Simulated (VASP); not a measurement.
A convergence study with VASP on MgF₂ (rutile): one setting is varied, all else stays as given below, so the limit is that of these other settings.

```
MgF2
1.0
    4.62000     0.00000     0.00000
    0.00000     4.62000     0.00000
    0.00000     0.00000     3.05000
Mg F
2 4
Direct
  0.00000   0.00000   0.00000
  0.50000   0.50000   0.50000
  0.30300   0.30300   0.00000
  0.80300   0.19700   0.50000
  0.19700   0.80300   0.50000
  0.69700   0.69700   0.00000
```

Calculation: PBE GGA, VASP's PBE PAW potentials (set 64) (plane waves; VASP 6.6.1). The tightest run used: 700 eV cut-off, 12×12×16 Γ-centred mesh, Gaussian smearing of 0.050 eV, potentials Mg F.

Task: The settings run are 1×1×1 mesh; 2×2×2 mesh; 2×2×3 mesh; 3×3×4 mesh; 4×4×5 mesh; 4×4×6 mesh; 5×5×7 mesh; 6×6×8 mesh; 7×7×9 mesh; 8×8×10 mesh; 8×8×11 mesh; 9×9×12 mesh; 10×10×13 mesh; 10×10×14 mesh; 11×11×15 mesh; 12×12×16 mesh. From which on does the energy per atom stay within 0.001 eV/atom of the tightest run?

Result: From 3×3×4 mesh on: it is off by 0.0001 there and by no more than 0.001 in any finer run, while 2×2×3 mesh is off by 0.0015.
```
setting        E (eV/atom)  pressure (GPa)  largest force (eV/Å)  irreducible k-points  difference judged (eV/atom)
-------------  -----------  --------------  --------------------  --------------------  ---------------------------
1×1×1 mesh         -4.6416           13.01                 0.762                     1                       0.6133
2×2×2 mesh         -5.2355            4.11                 0.010                     6                       0.0194
2×2×3 mesh         -5.2535            3.77                 0.023                     6                       0.0015
3×3×4 mesh         -5.2548            3.75                 0.025                     9                       0.0001
4×4×5 mesh         -5.2549            3.74                 0.025                    18                       0.0000
4×4×6 mesh         -5.2549            3.75                 0.025                    24                       0.0000
5×5×7 mesh         -5.2549            3.75                 0.025                    24                       0.0000
6×6×8 mesh         -5.2549            3.75                 0.025                    50                       0.0000
7×7×9 mesh         -5.2549            3.75                 0.025                    50                       0.0000
8×8×10 mesh        -5.2549            3.75                 0.025                    90                       0.0000
8×8×11 mesh        -5.2549            3.74                 0.025                    90                       0.0000
9×9×12 mesh        -5.2549            3.74                 0.025                   105                       0.0000
10×10×13 mesh      -5.2549            3.75                 0.025                   147                       0.0000
10×10×14 mesh      -5.2549            3.74                 0.025                   168                       0.0000
11×11×15 mesh      -5.2549            3.75                 0.025                   168                       0.0000
12×12×16 mesh      -5.2549            3.75                 0.025                   252                       0.0000
```

Left out are rungs that failed or repeat a setting and relaxations that didn't move; long series are thinned to 24 rows.

The compound is MgF2 in the rutile structure. The cell was not relaxed at this level, forces remain on its atoms.
